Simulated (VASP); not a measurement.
Level of theory: optB86b-vdW, VASP's PBE PAW potentials (set 64) (plane waves; VASP).

A VASP calculation is set up with these files.

**INCAR**
```
SYSTEM  =  Zr
PREC  =  Accurate; ENCUT  =  520; LREAL  =  .FALSE.
LASPH  =  .TRUE.
EDIFF  =  1E-6; NELM  =  100; ALGO  =  Normal
LMAXMIX  =  4
ISMEAR  =  1; SIGMA  =  0.1
GGA  =  MK; LUSE_VDW  =  .TRUE.; AGGAC  =  0.0
PARAM1  =  0.1234; PARAM2  =  1.0
IBRION  =  2; NSW  =  60; ISIF  =  3
EDIFFG  =  -0.01
LWAVE  =  .FALSE.; LCHARG  =  .FALSE.
```

File POSCAR:
```
Zr
1
    1.6150000000    -2.7972620000     0.0000000000
    1.6150000000     2.7972620000     0.0000000000
    0.0000000000     0.0000000000     5.1500000000
Zr
2
Direct
  0.3333330000   0.6666670000   0.2500000000
  0.6666670000   0.3333330000   0.7500000000
```

KPOINTS:
```
K-points
0
G
12 12 7
```

POTCAR, in this order: Zr_sv (PBE.64 set). Program: vasp_std.

Question: Predict the energy per atom (σ→0), volume per atom, band gap (on the k-mesh).

Answer: 
The energy per atom (σ→0) comes out as -6031 meV/atom and the band gap (on the k-mesh) is none (metal, semimetal or under 0.01 eV). The volume per atom comes out as 22.83 Å³/atom.

**OSZICAR**
```
...
   4 F= -.12061460E+02 E0= -.12061381E+02  d E =-.333030E-03
       N       E                     dE             d eps       ncg     rms          rms(c)
DAV:   1    -0.120632759839E+02   -0.18165E-02   -0.11150E-01  2448   0.314E+00    0.236E-01
DAV:   2    -0.120619443829E+02    0.13316E-02   -0.33946E-03  2808   0.463E-01    0.111E-01
DAV:   3    -0.120615664398E+02    0.37794E-03   -0.14907E-03  3304   0.276E-01    0.185E-02
DAV:   4    -0.120615690815E+02   -0.26417E-05   -0.23082E-05  2752   0.471E-02    0.869E-03
DAV:   5    -0.120615697186E+02   -0.63712E-06   -0.14437E-06  2128   0.101E-02
   5 F= -.12061570E+02 E0= -.12061620E+02  d E =-.442663E-03
```

The compound is Zr in the hcp structure. This run relaxes it. Symmetry was kept, so distortions that lower it aren't found.
